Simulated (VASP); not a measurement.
Here is the system:

```
CELL_PARAMETERS angstrom
     -1.97195     1.97195     1.97195
      1.97195    -1.97195     1.97195
      1.97195     1.97195    -1.97195
ATOMIC_POSITIONS crystal
  Er 0.00000 0.00000 0.00000
```

All values below come from r2SCAN meta-GGA, VASP's PBE PAW potentials (set 64) (plane waves; VASP). Settings: 400 eV cut-off, 12×12×12 Γ-centred mesh, first-order Methfessel-Paxton smearing of 0.10 eV, potentials Er_3.

The 4f electrons are frozen in the core of the lanthanide potential, so 4f levels, which can set the real gap, and their magnetism are missing.

The ions, cell shape and volume are relaxed. What does this cell relax into?

```
CELL_PARAMETERS angstrom
     -1.97921     1.97921     1.97921
      1.97921    -1.97921     1.97921
      1.97921     1.97921    -1.97921
ATOMIC_POSITIONS crystal
  Er 0.00000 0.00000 0.00000
```
Space group Im-3m (229), at a tolerance of 0.03 Å.

How do energy and volume change from the first to the last step?

The energy (σ→0) changes by -0.4 meV/atom and the volume by +1.1 %, in 3 ionic steps.

```tsv
step	E(σ→0) (eV)	max force (eV/Å)	pressure (GPa)	volume (Å³)
1	-33.7889	0.000	0.50	30.67
2	-33.7892	0.000	-0.09	31.10
3	-33.7893	0.000	0.02	31.01
```

The structure was generated: Er was put into the bcc type (Im-3m), which need not be its known phase. This run relaxes it. Symmetry was kept, so distortions that lower it aren't found.
